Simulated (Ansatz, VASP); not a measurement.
# Cross-check of TaN between VASP and Ansatz, part 2 of 2

One calculation is typed for both programs; each brings its own data sets. How far apart do they land? The cell is taken from a series of runs on this material, whose earlier steps may have relaxed, scaled, displaced or heated it; both programs get it as it stands.

VASP 6.6.1 and Ansatz 0.2.0.

So far: Set-up; VASP: zone-centre phonons, LDA, pair 1.

## Step 3: Ansatz: zone-centre phonons, LDA, pair 1

Level of this step: Ansatz beside VASP: Kohn-Sham DFT, plane waves, LDA (Ansatz).

Ansatz runs on its PAW soft_1 files.

The same cell, functional (in two slightly different forms), mesh and smearing now go to Ansatz, which takes its cutoff from its data sets.

Contents of input.yaml:

```yaml
crystal:
  lattice:
    - [0.0, 2.1701123587, 2.1955462078]
    - [2.1701123587, 0.0, 2.1955462078]
    - [2.1701123587, 2.1701123587, 0.0]
  atoms:
    - { symbol: "N", position: [0.0, 0.0, 0.0] }
    - { symbol: Ta, position: [0.5, 0.5, 0.5] }
kpoints:
  mp_grid: { grid: [16, 16, 16] }
hamiltonian:
  xc: lda
  pseudopotentials: { kind: paw, azcp: { folder: soft_1 }, xc_functional: pbe }
scf:
  occupations: { method: methfessel_paxton, width: 0.2 }
output:
  eigenvalues: true
phonons:
  method: dfpt
```

The run is started by

```
ansatz run input.yaml --threads 4 --pin off --max-ram 10240MiB --backend cpu --events-out ev --progress --plain --runs-dir out
```

Numbers of over 12 decimals in the logs are rounded to 6 here.

The program printed:

```text
zone centre: on kpoints.mp_grid the ground state, and the responses unless they are solved on pairs of k-points, stand on 621 of the mesh's 4096 k-points, reduced under 8 symmetry operations, with k and −k counted as one. Each operation leaves every solved displacement unchanged or reverses it
Engine: ansatz 0.2.0, aarch64-unknown-linux-gnu
Pseudopotentials: kind: paw
Pseudopotential: N, paw, valence charge 5, recommended cutoff 420 eV (normal), soft_1/N.paw.azcp
Pseudopotential: Ta, paw, valence charge 13, recommended cutoff 420 eV (normal), soft_1/Ta.paw.azcp
Functional definition: SPW92
  exchange = slater_x
  correlation = pw_c
Crystal: 2 atoms, lattice volume = 20.679 Å³
Basis set: ecut = 420 eV, 411 PW (Γ), exchange–correlation on 48×48×48 points (8 copies of the dense FFT grid, shifted against one another)
Bands: 13, of which v1, the nominal top of the filled ones, is band 9 counted from 1 (8 counted from 0)
Symmetry: 16 space group operations
k-points: 621 of 4096 (irreducible under 8 space group operations)
Non-local potential: N, projectors of the file, l = 0: 2, l = 1: 2, l = 2: 1
Non-local potential: Ta, projectors of the file, l = 0: 3, l = 1: 2, l = 2: 2, l = 3: 1
PAW form: soft (Blöchl's): semilocal exchange-correlation on the pseudo side does not see the compensation charge
PAW frozen core: N, regenerated for the run's functional, and the local potential with it (the file was generated under x = pbe(κ = 0.804, μ = 0.219515), c = pbe(β = 0.066725))
PAW frozen core: Ta, regenerated for the run's functional, and the local potential with it (the file was generated under x = pbe(κ = 0.804, μ = 0.219515), c = pbe(β = 0.066725))
PAW one-centre angular grid: N, 110 points (default); XC on 64 Gauss nodes
PAW one-centre angular grid: Ta, 590 points (default); XC on 64 Gauss nodes
Initial density: superposition of atomic densities (chi_scale 0.1, normalization cell, long waves kept (reshape's long-wave potential 0.00 eV rms))
Initial wavefunctions: pseudopotential atomic-orbital guess
Functional: x = slater, c = lda
SCF iter   1: F=—  HF=-10059.584852 eV  |F-HF|=—  |Δ(HF+E_count)|=         —  Δρ=5.05e-2  dr2=5.40e-1  ethr=3.10e-3  ⟨swp⟩=5.0  Hψ=86203  notcnv=0
automatic band count: the SCF goes on with 17 bands, as 13 were too few: the levels above may hold too much charge
preconditioner: auto → none  [metal: Δε(μ)=0.007 eV  Ē_g=16.115 eV  σ=0.200 eV  W_gap=0.03  n_scr=8 (ndim 8)  ℏωp=25.8 eV  f_vac=0.000  D(μ)=0.95/eV (n_scr^D=10)  sad-step TF]
SCF iter   2: F=—  HF=-10059.537393 eV  |F-HF|=—  |Δ(HF+E_count)|=   4.75e-2  S|Δr|=    0.00e0  Δρ=3.56e-2  dr2=3.00e-1  ethr=3.00e-3  ⟨swp⟩=1.0  Hψ=15525  notcnv=0  defer=3
SCF iter   3: F=—  HF=-10059.463990 eV  |F-HF|=—  |Δ(HF+E_count)|=   7.34e-2  S|Δr|=    0.00e0  Δρ=2.95e-3  dr2=4.45e-4  ethr=1.67e-3  ⟨swp⟩=2.4  Hψ=13899  notcnv=0  defer=3
SCF iter   4: F=—  HF=-10059.464074 eV  |F-HF|=—  |Δ(HF+E_count)|=   8.49e-5  S|Δr|=    0.00e0  Δρ=6.57e-4  dr2=1.12e-4  ethr=2.47e-6  ⟨swp⟩=2.5  Hψ=19325  notcnv=0  defer=907
SCF iter   5: F=—  HF=-10059.464047 eV  |F-HF|=—  |Δ(HF+E_count)|=   2.73e-5  S|Δr|=    0.00e0  Δρ=6.85e-5  dr2=8.60e-7  ethr=6.23e-7  ⟨swp⟩=2.5  Hψ=13046  notcnv=0  defer=907
SCF iter   6: F=—  HF=-10059.464047 eV  |F-HF|=—  |Δ(HF+E_count)|=   4.67e-7  S|Δr|=    0.00e0  Δρ=6.71e-6  dr2=5.75e-9  ethr=4.78e-9  ⟨swp⟩=2.3  Hψ=12403  notcnv=0  defer=984
SCF iter   7: F=—  HF=-10059.464047 eV  |F-HF|=—  |Δ(HF+E_count)|=   1.17e-9  S|Δr|=    0.00e0  Δρ=1.15e-6  dr2=9.09e-11  ethr=3.19e-11  ⟨swp⟩=2.0  Hψ=14395  notcnv=0  defer=984
SCF iter   8: F=-10059.464047 eV  HF=-10059.464047 eV  |F-HF|=0.00e0  |Δ(HF+E_count)|=  2.36e-11  S|Δr|=    0.00e0  Δρ=7.43e-8  dr2=2.24e-13  ethr=1.00e-12  ⟨swp⟩=9.3  Hψ=47720  notcnv=0
SCF 1 converged in 8 iterations: F = -10059.464047 eV  dr2 = 2.24e-13
  greatest PAW one-centre occupation: 0.999 electrons in one spin orbital (limit 2), on the Ta atom at site 1 (counted from 0), in its partial waves of l = 0
DFPT response loops at Γ: preconditioner auto → Kerker (q_TF=auto, 2.666 Å⁻¹) (partly filled bands, converged f_vac=0.000); β = 1.00, the filter's whole step (`scf.mixing.beta` (0.50) is not read by the response loops under this deck's `scf.mixing.preconditioner`; to damp them name `kerker` or `kerker_dos`, under which they read `scf.mixing.beta`, and type it under 1.00, their step now; both keys bind the ground state too); Broyden in place of MSR1
SCF converged after 8 iterations
Stability not checked: this state was not tested for a lower state beside it, because cold or Methfessel-Paxton smearing, or corrected tetrahedra, fill the levels in a way that the test cannot read (fill_not_monotonic; see scf.lower_state_search)
Free energy (F): -10059.464047 eV
Harris-Foulkes:  -10059.464047 eV  (|F-HF|=0.00e0)
Internal energy: -10059.462099 eV  (E = F + TS)
E sigma→0 (E₀):  -10059.463560 eV
Entropy (-TS):   -0.001948 eV (-0.974 meV/atom)
Fermi energy:    21.847988 eV
--- Per-component energies (eV) ---
  E_band       = -41.204668
  E_kinetic    = 527.027710
  E_local      = -556.421508  (includes V_loc(G=0)·N_el)
  E_nonlocal   = 30.437301
  E_hartree    = 199.129083
  E_xc         = -379.336064
  E_vxc        = -311.598091  (∫ρ·V_xc dr)
  E_paw        = -8176.829054  (= ΣΔE_a)
  E_vpaw       = -128.909134  (= ΣTr[D̂ρ^β])
  E_aug_tail   = 0.000889  (compensation charges beyond the density's cutoff)
  E_ewald      = -1703.809497
  E_core_change = 0.339041  (= ΣΔE_core)
  E_smearing   = -0.001948  (= −TS)
  E_closure    = 0.000000  (closes the sum)
  Σ components = -10059.464047   (vs F -10059.464047, Δ=0.00e0)
--- Band table (eV; the first three rows and the last of 621) ---
  k-point 0: bands = [... 5 lower, 17.9474, 18.0035, 18.0035, 19.5634, 19.7116, 19.7116, 21.7721, 21.9673, ... 4 higher]
  k-point 1: bands = [... 5 lower, 17.4629, 17.6088, 17.6473, 19.7603, 19.8693, 19.9281, 22.1801, 22.3814, ... 4 higher]
  k-point 2: bands = [... 5 lower, 16.4212, 16.8704, 16.9117, 20.1574, 20.2391, 20.2811, 23.1649, 23.3823, ... 4 higher]
  k-point 620: bands = [... 5 lower, 15.1570, 16.2217, 17.2451, 17.2451, 24.0159, 25.5650, 25.5650, 26.7456, ... 4 higher]
--- Phonons (Γ-DFPT): 4 representative perturbations + reference, on 621 of 4096 k-points (Σ response iterations 12) ---
  k mesh reduced under 8 symmetry operations, with k and −k counted as one. Each operation leaves every solved displacement unchanged or reverses it
  ASR residual: 2.691e-5 → 0.000e0 eV/Å²; symmetrization residual: 1.069e-6 eV/Å²
  ASR residual per site (eV/Å²): 1.94e-5 2.69e-5
  Γ frequencies (cm⁻¹): 0.00 0.00 0.00 381.13 428.28 428.28
  non-analytic LO–TO correction: not included (Born effective charges unavailable; polar crystals: no LO–TO splitting at Γ)
```

Reading the cycles: dr2 is the Hartree energy of the density residual (eV), the measure of convergence; HF is the Harris–Foulkes estimate of the energy, which meets the free energy F at convergence.

## Step 4: Side by side

Known differences besides the potentials themselves: the two LDA forms differ slightly; the data sets hold 18 valence electrons in Ansatz (on its PAW soft_1 files) and 16 in VASP; the cutoff is 420 eV in Ansatz and 600 eV in VASP; VASP's log shows a relativistic correction to its local exchange, Ansatz's none. Total energies have different zeros and are not compared.

The two programs side by side:

```
                  quantity  Ansatz   VASP  difference
     optical mode 1 (cm⁻¹)   381.1  384.2     -0.79 %
optical mode 2 to 3 (cm⁻¹)   428.3  431.5     -0.75 %
```

Modes are paired by rising frequency, not by their patterns, so a pair may set unlike modes beside each other; they are those without the splitting of longitudinal modes.

## Step 5: VASP: zone-centre phonons, LDA, pair 2

Second derivatives magnify differences that forces hide, and they need a tight electronic threshold. The cell compared in this pair holds 20.82 Å³, against 20.68 Å³ for the pair before.

Contents of INCAR:

```
SYSTEM = TaN
PREC = Accurate
ENCUT = 600
EDIFF = 1E-08
NELM = 120
ISMEAR = 1
SIGMA = 0.2
LREAL = .FALSE.
ALGO = Normal
GGA = CA
NBANDS = 14
LASPH = .TRUE.
LORBIT = 11
LWAVE = .FALSE.
LCHARG = .FALSE.
ISIF = 2
IBRION = 8
GGA_COMPAT = .FALSE.
KPAR = 2
```

Contents of POSCAR:

```
TaN
1.0
    0.0000000000      2.1666971951      2.2172842891
    2.1666971951      0.0000000000      2.2172842891
    2.1666971951      2.1666971951      0.0000000000
N Ta
1 1
Direct
    0.0000000000      0.0000000000      0.0000000000
    0.5000000000      0.5000000000      0.5000000000
```

Contents of KPOINTS:

```
Automatic mesh
0
Gamma
16 16 16
0 0 0
```

The projector-augmented-wave data sets are N and Ta_pv (LDA family, release 64).

The run is started by

```
mpirun -np 2 vasp_std
```

The program printed:

```text
[... set-up lines as in an earlier step ...]
 entering main loop
       N       E                     dE             d eps       ncg     rms          rms(c)
DAV:   1     0.959955098790E+02    0.95996E+02   -0.97946E+03  9772   0.135E+03
DAV:   2    -0.239282102627E+02   -0.11992E+03   -0.11274E+03 12000   0.331E+02
DAV:   3    -0.271457222426E+02   -0.32175E+01   -0.31767E+01 11142   0.483E+01
DAV:   4    -0.271619765959E+02   -0.16254E-01   -0.16245E-01 11518   0.362E+00
[...]
DAV:  12    -0.241326250412E+02    0.14152E-06   -0.19832E-06 12640   0.134E-02    0.291E-03
DAV:  13    -0.241326250281E+02    0.13080E-07   -0.56403E-08 11128   0.230E-03    0.547E-04
DAV:  14    -0.241326250286E+02   -0.56252E-09   -0.31331E-09  7580   0.621E-04
   1 F= -.24132625E+02 E0= -.24132242E+02  d E =-.114968E-02
 Linear response reoptimize wavefunctions to high precision
DAV:   1    -0.241326250283E+02    0.33356E-09   -0.59358E-10  7622   0.277E-04
DAV:   2    -0.241326250283E+02   -0.52296E-11   -0.86389E-11  6044   0.769E-05
 Linear response DOF=           4
 Linear response progress:
[...]
RMM:  11    -0.162165845187E+00   -0.96784E-08   -0.11454E-07 37898   0.888E-05    0.769E-06
RMM:  12    -0.162165823847E+00    0.21339E-07   -0.71220E-08 33626   0.485E-05    0.109E-06
RMM:  13    -0.162165831927E+00   -0.80798E-08   -0.39628E-08 33067   0.240E-05    0.897E-07
 first order change of Fermi-energy   0.27779E-03
 force on displaced ion       2 direction 1 :  -9.194   0.000   0.000
 Linear response progress:
  Degree of freedom:   4/  4
       N       E                     dE             d eps       ncg     rms          rms(c)
RMM:   1    -0.136217178252E+00   -0.13622E+00    0.11387E+01 10376   0.237E+01
RMM:   2    -0.164128635786E+00   -0.27911E-01   -0.27780E-02 15394   0.146E+00    0.994E-02
RMM:   3    -0.163576777942E+00    0.55186E-03   -0.19023E-03 17737   0.265E-01    0.468E-02
RMM:   4    -0.163201330910E+00    0.37545E-03   -0.13802E-04 18996   0.758E-02    0.184E-02
[...]
RMM:  11    -0.163033234308E+00   -0.12655E-07    0.40799E-08 21124   0.768E-05    0.462E-06
RMM:  12    -0.163033215227E+00    0.19081E-07    0.24972E-10 18751   0.390E-05    0.102E-06
RMM:  13    -0.163033215582E+00   -0.35510E-09    0.14112E-08 17120   0.199E-05    0.715E-07
 first order change of Fermi-energy   0.57131E-03
 force on displaced ion       2 direction 3 :   0.000   0.000  -5.587
 Linear response finished
```

From OUTCAR (step 5):

```text
  Total        0.2848338      0.2848338     -1.4602803      0.0000000     -0.0000000     -0.0000000
  in kB       21.9206950     21.9206950   -112.3825758      0.0000000     -0.0000000     -0.0000000
  external PRESSURE =     -22.8470619 kB  Pullay stress =       0.0000000 kB

 POSITION                                       TOTAL-FORCE (eV/Angst)
 -----------------------------------------------------------------------------------
      0.00000      0.00000      0.00000        -0.000000      0.000000      0.000000
      2.16670      2.16670      2.21728         0.000000     -0.000000      0.000000
 -----------------------------------------------------------------------------------
    total drift:                                0.000000      0.000000      0.000000

[... 1 part as in an earlier step ...]

[... 1 further part left out ...]
```

## Step 6: Ansatz: zone-centre phonons, LDA, pair 2

The same cell, functional (in two slightly different forms), mesh and smearing now go to Ansatz, which takes its cutoff from its data sets.

The cell is taken from a series of runs on this material, whose earlier steps may have relaxed, scaled, displaced or heated it; both programs get it as it stands.

input.yaml, the sections that differ from step 3:

```yaml
crystal:
  lattice:
    - [0.0, 2.1666971951, 2.2172842891]
    - [2.1666971951, 0.0, 2.2172842891]
    - [2.1666971951, 2.1666971951, 0.0]
  atoms:
    - { symbol: "N", position: [0.0, 0.0, 0.0] }
    - { symbol: Ta, position: [0.5, 0.5, 0.5] }
# kpoints, hamiltonian, scf, output, phonons: as in step 3
```

The run is started by

```
ansatz run input.yaml --threads 4 --pin off --max-ram 10240MiB --backend cpu --events-out ev --progress --plain --runs-dir out
```

The program printed:

```text
[...]
Crystal: 2 atoms, lattice volume = 20.818 Å³
Basis set: ecut = 420 eV, 411 PW (Γ), exchange–correlation on 48×48×48 points (8 copies of the dense FFT grid, shifted against one another)
Bands: 13, of which v1, the nominal top of the filled ones, is band 9 counted from 1 (8 counted from 0)
Symmetry: 16 space group operations
k-points: 621 of 4096 (irreducible under 8 space group operations)
[...]
k-point 2: bands = [... 5 lower, 16.2823, 16.7213, 16.7983, 19.9593, 20.1308, 20.1602, 22.8315, 23.3007, ... 4 higher]
  k-point 620: bands = [... 5 lower, 14.9313, 16.1219, 17.1372, 17.1372, 23.8308, 25.3627, 25.3627, 26.4856, ... 4 higher]
[...]
ASR residual: 4.105e-5 → 0.000e0 eV/Å²; symmetrization residual: 1.195e-6 eV/Å²
  ASR residual per site (eV/Å²): 2.75e-5 4.10e-5
  Γ frequencies (cm⁻¹): 0.00 0.00 0.00 338.85 435.24 435.24
[...]
[key lines of the parts left out:]
SCF converged after 8 iterations
Free energy (F): -10059.451083 eV
Fermi energy:    21.693105 eV
```

## Step 7: Differences

What differs besides the data sets and the points named for the pairs above, as far as they apply: the data sets hold 18 valence electrons in Ansatz (on its PAW soft_1 files) and 16 in VASP. Total energies have different zeros and are not compared.

Both answers:

```
                  quantity  Ansatz   VASP  difference
     optical mode 1 (cm⁻¹)   338.9  341.9     -0.90 %
optical mode 2 to 3 (cm⁻¹)   435.2  438.6     -0.77 %
```

Modes are paired by rising frequency, not by their patterns, so a pair may set unlike modes beside each other; they are those without the splitting of longitudinal modes.

## Step 8: Summary of results

```
r.m.s. difference of the optical zone-centre modes, each program's sorted by frequency (zone-centre phonons, LDA, pair 1) : 3.2 cm⁻¹
difference in optical mode 1 (zone-centre phonons, LDA, pair 1)                                                           : -0.8 %
r.m.s. difference of the optical zone-centre modes, each program's sorted by frequency (zone-centre phonons, LDA, pair 2) : 3.3 cm⁻¹
difference in optical mode 1 (zone-centre phonons, LDA, pair 2)                                                           : -0.9 %
```

What this shows: The r.m.s. difference of the optical zone-centre modes, each program's sorted by frequency is 3.2 cm⁻¹ (zone-centre phonons, LDA, pair 1). The data sets hold unlike numbers of valence electrons (18 in Ansatz and 16 in VASP), so part of the differences comes from the potentials. Among the rows given in per cent, the largest difference of the zone-centre phonons, LDA, pair 1 pair is in optical mode 1, -0.8 %. Among the rows given in per cent, the largest difference of the zone-centre phonons, LDA, pair 2 pair is in optical mode 1, -0.9 %. How closely two codes agree says nothing of how well the functional describes the real material.

[Lines on the potential files, build, host, timing and source positions are cut from VASP's logs without a mark.]

[Logs are printed without paths, hosts, clocks, repeated set-up lines and the standing remarks that a program may print on its own settings, such as how far it seeks lower states.]

[Hosts, paths, dates, database ids (printed as entryN), source tags and the programs' standing remarks are cut or masked in the printed files.]
